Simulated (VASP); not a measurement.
A convergence study with VASP on MgF₂ (rutile): one setting is varied, all else stays as given below, so the limit is that of these other settings.

```xyz
6
Lattice="4.6200 0.0000 0.0000 0.0000 4.6200 0.0000 0.0000 0.0000 3.0500" Properties=species:S:1:pos:R:3 pbc="T T T"
Mg     0.0000     0.0000     0.0000
Mg     2.3100     2.3100     1.5250
F      1.3999     1.3999     0.0000
F      3.7099     0.9101     1.5250
F      0.9101     3.7099     1.5250
F      3.2201     3.2201     0.0000
```

Computed with PBE GGA, VASP's PBE PAW potentials (set 64) (plane waves; VASP 6.6.1). The tightest run used: 700 eV cut-off, 9×9×12 Monkhorst-Pack mesh, Gaussian smearing of 0.050 eV, potentials Mg F.

Task: The settings run are 1×1×1 mesh; 2×2×2 mesh; 2×2×3 mesh; 3×3×4 mesh; 4×4×5 mesh; 4×4×6 mesh; 5×5×7 mesh; 6×6×8 mesh; 7×7×9 mesh; 8×8×10 mesh; 8×8×11 mesh; 9×9×12 mesh. From which on does the stress (every component) stay within 0.2 GPa of the tightest run?

Result: From 2×2×3 mesh on: it is off by 0.13 there and by no more than 0.2 in any finer run, while 2×2×2 mesh is off by 1.98.
```csv
setting,E (eV/atom),pressure (GPa),largest force (eV/Å),irreducible k-points,difference judged (GPa)
1×1×1 mesh,-4.6416,13.01,0.762,1,24.66
2×2×2 mesh,-5.2728,3.41,0.034,1,1.98
2×2×3 mesh,-5.2545,3.76,0.026,2,0.13
3×3×4 mesh,-5.2550,3.74,0.025,6,0.01
4×4×5 mesh,-5.2549,3.75,0.025,9,0.00
4×4×6 mesh,-5.2549,3.75,0.025,9,0.00
5×5×7 mesh,-5.2549,3.75,0.025,24,0.00
6×6×8 mesh,-5.2549,3.75,0.025,24,0.00
7×7×9 mesh,-5.2549,3.75,0.025,50,0.00
8×8×10 mesh,-5.2549,3.75,0.025,50,0.00
8×8×11 mesh,-5.2549,3.75,0.025,60,0.00
9×9×12 mesh,-5.2549,3.75,0.025,90,0.00
```

Left out are rungs that failed or repeat a setting and relaxations that didn't move; long series are thinned to 24 rows.

The compound is MgF2 in the rutile structure. The cell was not relaxed at this level, forces remain on its atoms.
